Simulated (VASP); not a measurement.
Level of theory: r2SCAN meta-GGA, VASP's PBE PAW potentials (set 64) (plane waves; VASP 6.6.1).

VASP ran on this input.

### KPOINTS_OPT
```
k-points along high-symmetry lines
10
Line-mode
Reciprocal
  0.000000   0.000000   0.000000 ! GAMMA
  0.500000   0.000000   0.500000 ! X

  0.500000   0.000000   0.500000 ! X
  0.625000   0.250000   0.625000 ! U

  0.375000   0.375000   0.750000 ! K
  0.000000   0.000000   0.000000 ! GAMMA

  0.000000   0.000000   0.000000 ! GAMMA
  0.500000   0.500000   0.500000 ! L

  0.500000   0.500000   0.500000 ! L
  0.500000   0.250000   0.750000 ! W

  0.500000   0.250000   0.750000 ! W
  0.500000   0.000000   0.500000 ! X
```

KPOINTS:
```
Automatic mesh
0
Gamma
13 13 13
0 0 0
```

### INCAR
```
SYSTEM = HfSi
PREC = Accurate; ENCUT = 400; LREAL = .False.
LASPH = .True.
EDIFF = 1E-7; NELM = 100; ALGO = Normal
LMAXMIX = 6; LMIXTAU = .True.
ISMEAR = -5
METAGGA = R2SCAN
ISIF = 2
LWAVE = .False.; LCHARG = .False.; LORBIT = 11
NEDOS = 601
```

POSCAR:
```
HfSi
1
    0.0000000000     2.6711821835     2.6711821835
    2.6711821835     0.0000000000     2.6711821835
    2.6711821835     2.6711821835     0.0000000000
Si Hf
1 1
Direct
  0.0000000000   0.0000000000   0.0000000000
  0.5000000000   0.5000000000   0.5000000000
```

POTCAR, in this order: Si Hf_pv (PBE.64 set). Program: vasp_std.

Unless said otherwise, spin-orbit coupling is left out, though it shifts the bands of the heavy elements here.

### Question
Predict the energy per atom (σ→0), band gap (over mesh and band path).

### Answer

energy per atom (σ→0): -27.563 eV/atom
band gap (over mesh and band path): none (metal, semimetal or under 0.01 eV)

**OSZICAR**
```
...
DAV:  19    -0.551268024212E+02    0.65570E-05   -0.36337E-06  2109   0.127E-02    0.658E-03
DAV:  20    -0.551268040897E+02   -0.16685E-05   -0.16679E-07  1783   0.414E-03    0.140E-03
DAV:  21    -0.551268042970E+02   -0.20730E-06   -0.34160E-08  1038   0.144E-03    0.632E-04
DAV:  22    -0.551268049920E+02   -0.69505E-06   -0.34688E-08  1005   0.135E-03    0.186E-04
DAV:  23    -0.551268048667E+02    0.12532E-06   -0.50715E-09  1005   0.597E-04    0.218E-04
DAV:  24    -0.551268049542E+02   -0.87512E-07   -0.43639E-09   984   0.467E-04
   1 F= -.55126805E+02 E0= -.55126805E+02  d E =0.000000E+00
       N       E                     dE             ncg
```

The structure was generated: HfSi was put into the rocksalt type (Fm-3m), which need not be its known phase. It was relaxed first, which changed the volume by -19 %.
